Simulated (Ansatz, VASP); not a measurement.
**B2O: VASP beside Ansatz**

Aim: how closely do two programs agree when they are given the same cell, functional and k mesh? The cell is generated by rule, not measured, and may not be a known phase. The cell is taken from a series of runs on this material, whose earlier steps may have relaxed, scaled, displaced or heated it; both programs get it as it stands.

Calculated with Ansatz 0.2.0; plane waves, with VASP 6.6.1 beside it; PBEsol.

The structure was built from a prototype and need not be the compound's stable phase.

## Step 1: The starting structure

The structure is monoclinic, space group C2/m (No. 12). The conventional cell has a = 11.327 Å, b = 3.415 Å, c = 5.915 Å, α = 90.00°, β = 100.02°, γ = 90.00°. Nearest to B lie 3 O at 1.87 to 1.94 Å. B has 1 O at 2.11 Å nearest. B has 1 O at 2.16 Å nearest. Nearest to B lie 3 O at 1.79 to 1.98 Å. Nearest to O lie 3 B at 1.79 to 1.94 Å. Nearest to O lie 3 B at 1.87 to 1.98 Å. Farther neighbours and most contacts between anions are not listed.

## Step 2: VASP: single point, PBEsol, pair 1

With cell and atoms fixed, the geometry can't cause a difference; cores, projectors, grids and the points listed under the comparison can.

Lines of VASP's logs that name or quote its potential files are left out, and so is its time.

The input, INCAR:

```
SYSTEM = B2O
PREC = Accurate
ENCUT = 600
EDIFF = 1E-06
NELM = 120
ISMEAR = 1
SIGMA = 0.15
LREAL = .FALSE.
ALGO = Normal
GGA = PS
NBANDS = 36
LORBIT = 11
LWAVE = .FALSE.
LCHARG = .FALSE.
ISIF = 2
LASPH = .TRUE.
GGA_COMPAT = .FALSE.
KPAR = 2
```

The input, POSCAR:

```
B2O
1.0
    0.0000000000     -2.4148993545     -2.4148993545
    4.8297987090      2.4148993545     -2.4148993545
    2.4148993545     -4.8297987090      2.4148993545
B O
8 4
Direct
    0.1878002177      0.9216704389      0.6243995647
    0.9395877435      0.6873019725      0.1208245130
    0.6871997824      0.4533295611      0.6256004353
    0.4354122565      0.1876980275      0.1291754870
    0.0621997824      0.3283295611      0.8756004353
    0.8145877435      0.0623019725      0.3708245130
    0.5628002176      0.7966704389      0.8743995647
    0.3104122565      0.5626980275      0.3791754870
    0.4974954830      0.4469441014      0.0050090340
    0.2474954830      0.1969441014      0.5050090340
    0.0025045170      0.0530558986      0.9949909660
    0.7525045170      0.8030558986      0.4949909660
```

The input, KPOINTS:

```
Automatic mesh
0
Gamma
10 6 10
0 0 0
```

PAW data sets: B and O (PBE family, release 64).

The run is started by

```sh
mpirun -np 2 vasp_std
```

Numbers of over 12 decimals in the logs are rounded to 6 here.

What it wrote:

```text
[banner, memory and clock lines left out]
running    2 mpi-ranks, on    1 nodes
 distrk:  each k-point on    1 cores,    2 groups
 distr:  one band on    1 cores,    1 groups

 POSCAR found type information on POSCAR B O
 POSCAR found :  2 types and      12 ions
|                                                                             |
|               ----> ADVICE to this user running VASP <----                  |
|                                                                             |
|     You enforced a specific xc type in the INCAR file but a different       |
|     [... a line on the potential file left out ...]
|     I HOPE YOU KNOW WHAT YOU ARE DOING!                                     |
|                                                                             |

 LDA part: xc-table for (Slater+PW92), standard interpolation
 POSCAR, INCAR and KPOINTS ok, starting setup
 FFT: planning ... GRIDC
 FFT: planning ... GRID_SOFT
 FFT: planning ... GRID
 WAVECAR not read
 entering main loop
       N       E                     dE             d eps       ncg     rms          rms(c)
DAV:   1     0.182069312009E+03    0.18207E+03   -0.24576E+04 12384   0.136E+03
DAV:   2    -0.372433387773E+02   -0.21931E+03   -0.20139E+03 14532   0.250E+02
DAV:   3    -0.570054332161E+02   -0.19762E+02   -0.18711E+02 17416   0.642E+01
DAV:   4    -0.574537970343E+02   -0.44836E+00   -0.44300E+00 16344   0.945E+00
DAV:   5    -0.574644041077E+02   -0.10607E-01   -0.10586E-01 16340   0.121E+00    0.842E+00
DAV:   6    -0.560623655534E+02    0.14020E+01   -0.84893E+00 15788   0.163E+01    0.506E+00
DAV:   7    -0.557609571467E+02    0.30141E+00   -0.13220E+00 16836   0.718E+00    0.198E+00
DAV:   8    -0.557563215493E+02    0.46356E-02   -0.19206E-01 15888   0.291E+00    0.110E+00
DAV:   9    -0.557424534777E+02    0.13868E-01   -0.36722E-02 17208   0.143E+00    0.359E-01
DAV:  10    -0.557424376474E+02    0.15830E-04   -0.99384E-03 15312   0.512E-01    0.134E-01
DAV:  11    -0.557423493952E+02    0.88252E-04   -0.10585E-03 15516   0.213E-01    0.659E-02
DAV:  12    -0.557423432186E+02    0.61766E-05   -0.22442E-04 16352   0.937E-02    0.297E-02
DAV:  13    -0.557423419082E+02    0.13104E-05   -0.65481E-05 15444   0.516E-02    0.118E-02
DAV:  14    -0.557423416807E+02    0.22749E-06   -0.74301E-06 14692   0.188E-02
   1 F= -.55742342E+02 E0= -.55742530E+02  d E =0.564185E-03
```

Parts of OUTCAR (step 2):

```text
ion  position               nearest neighbor table
   1  0.188  0.922  0.624-  10 1.87  12 1.94  12 1.94
   2  0.940  0.687  0.121-
   3  0.687  0.453  0.626-
   4  0.435  0.188  0.129-   9 1.79  11 1.98  11 1.98
   5  0.062  0.328  0.876-  11 1.87   9 1.94   9 1.94
   6  0.815  0.062  0.371-  12 1.79  10 1.98  10 1.98
   7  0.563  0.797  0.874-
   8  0.310  0.563  0.379-
   9  0.497  0.447  0.005-   4 1.79   5 1.94   5 1.94
  10  0.247  0.197  0.505-   1 1.87   6 1.98   6 1.98
  11  0.003  0.053  0.995-   5 1.87   4 1.98   4 1.98
  12  0.753  0.803  0.495-   6 1.79   1 1.94   1 1.94

  LATTYP: Found a base centered monoclinic cell.
 ALAT       =    11.3268819907
 B/A-ratio  =     0.3015113446
 C/A-ratio  =     0.5222329679
 COS(beta)  =    -0.1740776560

 Subroutine GETGRP returns: Found  4 space group operations
 (whereof  2 operations were pure point group operations)

The static configuration has the point symmetry C_1h.
 The point group associated with its full space group is C_2h.

 Found    172 irreducible k-points:

   k-points           NKPTS =    172   k-points in BZ     NKDIM =    172   number of bands    NBANDS=     36

   dimension x,y,z NGX =    28 NGY =   48 NGZ =   48
   dimension x,y,z NGXF=    56 NGYF=   96 NGZF=   96

   ENCUT  =  600.0 eV  44.10 Ry    6.64 a.u.   6.82 11.81 11.81*2*pi/ulx,y,z

   NELECT =      48.0000    total number of electrons

 k-points in reciprocal lattice and weights: Automatic mesh
   0.00000000  0.00000000  0.00000000       0.002
   0.10000000  0.00000000  0.00000000       0.007
   0.20000000  0.00000000  0.00000000       0.007
   0.30000000  0.00000000  0.00000000       0.007
   0.40000000  0.00000000  0.00000000       0.007
   0.50000000 -0.00000000 -0.00000000       0.003
   0.00000000  0.16666667 -0.00000000       0.003
   0.10000000  0.16666667  0.00000000       0.007
   0.20000000  0.16666667  0.00000000       0.007
[...]
0.00000000  0.33333333  0.50000000       0.003
   0.00000000  0.50000000  0.50000000       0.002

 average (electrostatic) potential at core
       1 -30.7311       2 -29.5019       3 -29.4055       4 -30.8244       5 -30.7311
       6 -30.8244       7 -29.4055       8 -29.5019       9 -73.0858      10 -73.1149
      11 -73.1149      12 -73.0858

 E-fermi :   4.9397

 k-point     1 :       0.0000    0.0000    0.0000
  band No.  band energies     occupation
    ...
     19       2.3946      2.00000
     20       2.5071      2.00000
     21       2.9014      2.00000
     22       4.2808      2.00000
     23       4.3197      2.00000
     24       5.0045      0.33876
     25       5.1686     -0.05295
     26       5.1805     -0.04562
     27       5.5989     -0.00000
     28       5.6028     -0.00000
    ...

 k-point     2 :       0.1000    0.0000    0.0000
  band No.  band energies     occupation
    ...
     20       2.6297      2.00000
     21       3.0088      2.00000
     22       4.2211      2.00000
     23       4.3171      2.00000
     24       4.6467      2.01855
     25       5.0956     -0.05748
     26       5.2628     -0.00942
     27       5.4996     -0.00000
     28       5.9673     -0.00000
     29       6.0809     -0.00000
    ...

 k-point     3 :       0.2000    0.0000    0.0000
  band No.  band energies     occupation
    ...
     20       2.8835      2.00000
     21       3.3042      2.00000
     22       3.8758      2.00000
     23       4.0049      2.00000
     24       4.6154      2.00915
     25       5.1402     -0.06761
     26       5.4781     -0.00000
     27       5.8099     -0.00000
     28       6.2299     -0.00000
     29       6.3463     -0.00000
    ...

  Total       -9.6457151    -11.2282447    -11.2282447     -2.2314172     -0.4302077      2.2314173
  in kB     -137.1696143   -159.6744238   -159.6744238    -31.7324983     -6.1178903     31.7324991
  external PRESSURE =    -152.1728206 kB  Pullay stress =       0.0000000 kB

  energy-cutoff  :      600.00
  volume of cell :      112.66
      direct lattice vectors                 reciprocal lattice vectors
     0.000000000 -2.414899355 -2.414899355    -0.051761992 -0.155285975 -0.258809958
     4.829798709  2.414899355 -2.414899355     0.155285975  0.051761992 -0.051761992
     2.414899355 -4.829798709  2.414899355     0.103523983 -0.103523983  0.103523983

 POSITION                                       TOTAL-FORCE (eV/Angst)
 -----------------------------------------------------------------------------------
      5.95934     -1.24350     -1.17140        -0.814635      0.015484     -0.015484
      3.61131     -1.19280     -3.63700         0.064618      0.472242     -0.472242
      3.70025     -3.58630     -1.24350         1.285570      0.832996     -0.832996
      1.21849     -1.22210     -1.19280         0.016708      0.588323     -0.588323
      3.70025     -3.58630      1.17140         0.814635     -0.015484      0.015484
      1.19641     -3.60770     -1.22210        -0.016708     -0.588323      0.588323
      5.95934     -3.65840     -1.17140        -1.285570     -0.832996      0.832996
      3.63339     -1.22210     -1.19280        -0.064618     -0.472242      0.472242
      2.17075     -0.14627     -2.26863        -4.848493     -2.584109      2.584109
      2.17075     -2.56117      0.14627        -3.559647     -2.652332      2.652332
      2.65905     -4.68353      2.26863         3.559647      2.652332     -2.652332
      5.07395     -2.26863     -2.56117         4.848493      2.584109     -2.584109
 -----------------------------------------------------------------------------------
    total drift:                                0.000000      0.000000      0.000000

  FREE ENERGIE OF THE ION-ELECTRON SYSTEM (eV)
  ---------------------------------------------------
  free  energy   TOTEN  =       -55.7423416807 eV

  energy  without entropy=      -55.7429058656  energy(sigma->0) =      -55.74252974

 total charge
# of ion       s       p       d       tot
------------------------------------------
    1        0.707   0.672   0.000   1.379
    2        0.820   0.582   0.000   1.401
    3        0.814   0.587   0.000   1.401
    4        0.704   0.676   0.000   1.380
    5        0.707   0.672   0.000   1.379
    6        0.704   0.676   0.000   1.380
    7        0.814   0.587   0.000   1.401
    8        0.820   0.582   0.000   1.401
    9        1.650   3.177   0.000   4.827
   10        1.658   3.142   0.000   4.800
   11        1.658   3.142   0.000   4.800
   12        1.650   3.177   0.000   4.827
--------------------------------------------------
tot         12.705  17.671   0.000  30.376

[... 3 further parts left out ...]
```

The run ends at a pressure of -15.22 GPa, with forces up to 6.1 eV/Å.

## Step 3: Ansatz: single point, PBEsol, pair 1

Ansatz runs on its default PAW (the set named soft_2) files.

The same cell, functional, mesh and smearing now go to Ansatz, which takes its cutoff from its data sets.

The input, input.yaml:

```yaml
crystal:
  lattice:
    - [0.0, -2.4148993545, -2.4148993545]
    - [4.829798709, 2.4148993545, -2.4148993545]
    - [2.4148993545, -4.829798709, 2.4148993545]
  atoms:
    - { symbol: B, position: [0.1878002176, 0.9216704389, 0.6243995647] }
    - { symbol: B, position: [0.9395877435, 0.6873019725, 0.120824513] }
    - { symbol: B, position: [0.6871997824, 0.4533295611, 0.6256004353] }
    - { symbol: B, position: [0.4354122565, 0.1876980275, 0.129175487] }
    - { symbol: B, position: [0.0621997824, 0.3283295611, 0.8756004353] }
    - { symbol: B, position: [0.8145877435, 0.0623019725, 0.370824513] }
    - { symbol: B, position: [0.5628002176, 0.7966704389, 0.8743995647] }
    - { symbol: B, position: [0.3104122565, 0.5626980275, 0.379175487] }
    - { symbol: O, position: [0.497495483, 0.4469441014, 0.005009034] }
    - { symbol: O, position: [0.247495483, 0.1969441014, 0.505009034] }
    - { symbol: O, position: [0.002504517, 0.0530558986, -0.005009034] }
    - { symbol: O, position: [0.752504517, 0.8030558986, 0.494990966] }
kpoints:
  mp_grid: { grid: [10, 6, 10] }
hamiltonian:
  xc: pbesol
scf:
  occupations: { method: methfessel_paxton, width: 0.15 }
output:
  forces: true
  stress: true
  eigenvalues: true
```

The run is started by

```sh
ansatz run input.yaml --threads 4 --pin off --max-ram 7168MiB --backend cpu --events-out ev --progress --plain --runs-dir out
```

What it wrote:

```text
Engine: ansatz 0.2.0, aarch64-unknown-linux-gnu
Pseudopotentials: kind: paw
Pseudopotential: B, paw, valence charge 3, recommended cutoff 420 eV (normal), B.paw.azcp
Pseudopotential: O, paw, valence charge 6, recommended cutoff 420 eV (normal), O.paw.azcp
Functional definition: PBEsol
  exchange = pbesol_x
  correlation = pbesol_c
Crystal: 12 atoms, lattice volume = 112.664 Å³
Basis set: ecut = 420 eV, 2205 PW (Γ), exchange–correlation on 48×80×80 points (8 copies of the dense FFT grid, shifted against one another)
Bands: 36, of which v1, the nominal top of the filled ones, is band 24 counted from 1 (23 counted from 0)
Symmetry: 4 space group operations
Space group: C2/m (ITA 12), of the structure as read, at distance tolerance 4.8e-5 Å
k-points: 172 of 600
Non-local potential: B, projectors of the file, l = 0: 2, l = 1: 2, l = 2: 1
Non-local potential: O, projectors of the file, l = 0: 2, l = 1: 2, l = 2: 1
PAW form: soft (Blöchl's): semilocal exchange-correlation on the pseudo side does not see the compensation charge
PAW frozen core: B, regenerated for the run's functional, and the local potential with it (the file was generated under x = pbe(κ = 0.804, μ = 0.219515), c = pbe(β = 0.066725))
PAW frozen core: O, regenerated for the run's functional, and the local potential with it (the file was generated under x = pbe(κ = 0.804, μ = 0.219515), c = pbe(β = 0.066725))
PAW one-centre angular grid: B, 110 points (default); XC on 64 Gauss nodes
PAW one-centre angular grid: O, 110 points (default); XC on 64 Gauss nodes
Initial density: superposition of atomic densities (neutral atoms: chi_scale 0, normalization atom), corrected by the library's trained network
Initial wavefunctions: pseudopotential atomic-orbital guess
Functional: x = pbesol(κ = 0.804, μ = 0.123457), c = pbesol(β = 0.046)
SCF iter   1: F=—  HF=-3433.032168 eV  |F-HF|=—  |Δ(HF+E_count)|=         —  Δρ=1.65e-2  dr2=4.81e-1  ethr=1.77e-3  ⟨swp⟩=4.0  Hψ=23051  notcnv=0
preconditioner: auto → Kerker (q_TF=auto, 2.367 Å⁻¹)  [metal: Δε(μ)=0.016 eV  Ē_g=10.336 eV  σ=0.150 eV  W_gap=0.09  n_scr=28 (ndim 8)  ℏωp=24.2 eV  f_vac=0.000  D(μ)=5.18/eV (n_scr^D=50)]
SCF iter   2: F=—  HF=-3432.976292 eV  |F-HF|=—  |Δ(HF+E_count)|=   5.59e-2  S|Δr|=    0.00e0  Δρ=7.16e-3  dr2=1.18e-1  ethr=1.00e-3  ⟨swp⟩=1.0  Hψ=7568  notcnv=0  defer=1
SCF iter   3: F=—  HF=-3432.959360 eV  |F-HF|=—  |Δ(HF+E_count)|=   1.69e-2  S|Δr|=    0.00e0  Δρ=1.34e-3  dr2=3.37e-3  ethr=2.47e-4  ⟨swp⟩=2.1  Hψ=7400  notcnv=0  defer=1
SCF iter   4: F=—  HF=-3432.958709 eV  |F-HF|=—  |Δ(HF+E_count)|=   6.52e-4  S|Δr|=    0.00e0  Δρ=3.21e-4  dr2=1.84e-4  ethr=7.02e-6  ⟨swp⟩=2.7  Hψ=8187  notcnv=0  defer=1
SCF iter   5: F=—  HF=-3432.958692 eV  |F-HF|=—  |Δ(HF+E_count)|=   1.71e-5  S|Δr|=    0.00e0  Δρ=9.47e-5  dr2=1.54e-5  ethr=3.84e-7  ⟨swp⟩=2.7  Hψ=9016  notcnv=0  defer=1
SCF iter   6: F=—  HF=-3432.958609 eV  |F-HF|=—  |Δ(HF+E_count)|=   8.27e-5  S|Δr|=    0.00e0  Δρ=2.42e-5  dr2=8.98e-7  ethr=3.21e-8  ⟨swp⟩=2.1  Hψ=9418  notcnv=0  defer=297
SCF iter   7: F=-3432.958609 eV  HF=-3432.958609 eV  |F-HF|=1.05e-8  |Δ(HF+E_count)|=   7.13e-8  S|Δr|=    0.00e0  Δρ=5.39e-6  dr2=5.88e-8  ethr=2.08e-10  ⟨swp⟩=8.6  Hψ=23946  notcnv=0
SCF 1 converged in 7 iterations: F = -3432.958609 eV  dr2 = 5.88e-8
  greatest PAW one-centre occupation: 0.903 electrons in one spin orbital (limit 2), on the O atom at site 10 (counted from 0), in its partial waves of l = 0
SCF converged after 7 iterations
Stability not checked: this state was not tested for a lower state beside it, because cold or Methfessel-Paxton smearing, or corrected tetrahedra, fill the levels in a way that the test cannot read (fill_not_monotonic; see scf.lower_state_search)
Free energy (F): -3432.958609 eV
Harris-Foulkes:  -3432.958609 eV  (|F-HF|=1.05e-8)
Internal energy: -3432.959189 eV  (E = F + TS)
E sigma→0 (E₀):  -3432.958754 eV
Entropy (-TS):   0.000580 eV (0.048 meV/atom)
Fermi energy:    7.387316 eV
--- Per-component energies (eV) ---
  E_band       = -39.165544
  E_kinetic    = 983.020385
  E_local      = -1657.631937  (includes V_loc(G=0)·N_el)
  E_nonlocal   = 302.353220
  E_hartree    = 564.423160
  E_xc         = -519.915662
  E_vxc        = -643.523603  (∫ρ·V_xc dr)
  E_paw        = -1202.004174  (= ΣΔE_a)
  E_vpaw       = -152.237115  (= ΣTr[D̂ρ^β])
  E_aug_tail   = 0.008675  (compensation charges beyond the density's cutoff)
  E_ewald      = -1903.471696
  E_core_change = 0.258839  (= ΣΔE_core)
  E_smearing   = 0.000580  (= −TS)
  E_closure    = 0.000000  (closes the sum)
  Σ components = -3432.958609   (vs F -3432.958609, Δ=0.00e0)
--- Forces (eV/Å), atoms counted from 1 ---
  atom   1  B     -0.80804922     0.03157372    -0.03157372
  atom   2  B      0.06558292     0.47206979    -0.47206979
  atom   3  B      1.28724604     0.83381383    -0.83381383
  atom   4  B      0.02242866     0.60939034    -0.60939034
  atom   5  B      0.80804922    -0.03157372     0.03157372
  atom   6  B     -0.02242866    -0.60939034     0.60939034
  atom   7  B     -1.28724604    -0.83381383     0.83381383
  atom   8  B     -0.06558292    -0.47206979     0.47206979
  atom   9  O     -4.87464073    -2.60141626     2.60141626
  atom  10  O     -3.58157291    -2.66753476     2.66753476
  atom  11  O      3.58157291     2.66753476    -2.66753476
  atom  12  O      4.87464073     2.60141626    -2.60141626
  max |Σ_I F_I| component: 1.78e-15 eV/Å
--- Stress (GPa, compression-positive) ---
      -13.580015      -3.252775       3.252775
       -3.252776     -15.905800      -0.579294
        3.252776      -0.579294     -15.905800
  P = ⅓ Tr σ = -15.1305 GPa (-151.305 kbar)
--- Band table (eV; the first three rows and the last of 172) ---
  k-point 0: bands = [... 20 lower, 5.3502, 6.7299, 6.7683, 7.4541, 7.6168, 7.6283, 8.0456, 8.0514, ... 8 higher]
  k-point 1: bands = [... 20 lower, 5.3428, 6.6051, 6.8125, 7.4645, 7.4876, 7.6719, 8.0675, 8.1302, ... 8 higher]
  k-point 2: bands = [... 20 lower, 5.2843, 6.3381, 6.8787, 7.3959, 7.5788, 7.7570, 8.1153, 8.2726, ... 8 higher]
  k-point 171: bands = [... 20 lower, 5.3104, 5.7831, 7.0750, 7.2036, 7.7681, 8.1144, 8.9674, 9.0056, ... 8 higher]
```

In the SCF lines HF is the Harris–Foulkes energy and dr2 the Hartree energy of the density residual, in eV; the loop may stop once dr2 is under the threshold and the program's other checks hold. Hψ counts applications of the Hamiltonian.

The run ends at a pressure of -15.13 GPa, with forces up to 6.1 eV/Å.

## Step 4: Side by side

Known differences besides the potentials themselves: the cutoff is 420 eV in Ansatz and 600 eV in VASP; Ansatz makes its cores anew for this functional, VASP keeps those of its PBE data sets. Total energies have different zeros and are not compared.

Compared:

```
      quantity  Ansatz    VASP  difference
pressure (GPa)  -15.13  -15.22       +0.09
```

Forces on 7 of the 12 atoms, those with the largest forces and the largest differences (eV/Å; atoms numbered as in POSCAR):

```csv
atom,"Ansatz x, y, z","VASP x, y, z"
B3,"1.287, 0.834, -0.834","1.286, 0.833, -0.833"
B6,"-0.022, -0.609, 0.609","-0.017, -0.588, 0.588"
B7,"-1.287, -0.834, 0.834","-1.286, -0.833, 0.833"
O9,"-4.875, -2.601, 2.601","-4.848, -2.584, 2.584"
O10,"-3.582, -2.668, 2.668","-3.560, -2.652, 2.652"
O11,"3.582, 2.668, -2.668","3.560, 2.652, -2.652"
O12,"4.875, 2.601, -2.601","4.848, 2.584, -2.584"
```

The forces differ by 14 meV/Å r.m.s., which is 0.7 % of the r.m.s. force of 1.950 eV/Å (both taken over all components).

(Continued in part 2 of 2.)

[Lines on the potential files, build, host, timing and source positions are cut from VASP's logs without a mark.]

[Logs are printed without paths, hosts, clocks, repeated set-up lines and the standing remarks that a program may print on its own settings, such as how far it seeks lower states.]

[Hosts, paths, dates, database ids (printed as entryN), source tags and the programs' standing remarks are cut or masked in the printed files.]
